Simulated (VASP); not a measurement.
Given:

```
CuOs
1.0
    2.69400     0.00000     0.00000
    0.00000     2.69400     0.00000
    0.00000     0.00000    19.21830
Cu Os
2 2
Direct
  0.50000   0.50000   0.36424
  0.50000   0.50000   0.54525
  0.00000   0.00000   0.45474
  0.00000   0.00000   0.63576
```

Calculation: PBE GGA, VASP's PBE PAW potentials (set 64) (plane waves; VASP 6.6.1). Run with 300 eV cut-off, 7×7×1 Γ-centred mesh, Fermi-Dirac smearing of 0.050 eV, potentials Cu Os.

At this cut-off the stress carries a Pulay error, which pulls relaxed volumes low. The cell holds a wide vacuum, so values per volume refer to the whole cell.

Q: Give the force on each atom (eV/Å).

A: 
| atom | Fx | Fy | Fz |
|---|---|---|---|
| Cu1 | 0.000 | 0.000 | -0.180 |
| Cu2 | 0.000 | 0.000 | 0.172 |
| Os3 | 0.000 | 0.000 | -0.727 |
| Os4 | 0.000 | 0.000 | 0.735 |

Q: Give the stress tensor in GPa (positive for a compressed cell).

A: 
```
-3.82   0.00   0.00
 0.00  -3.82   0.00
 0.00   0.00   2.73
```
The pressure is its mean diagonal, -1.63 GPa.

The cell is a sheet with vacuum, built from a generated structure.
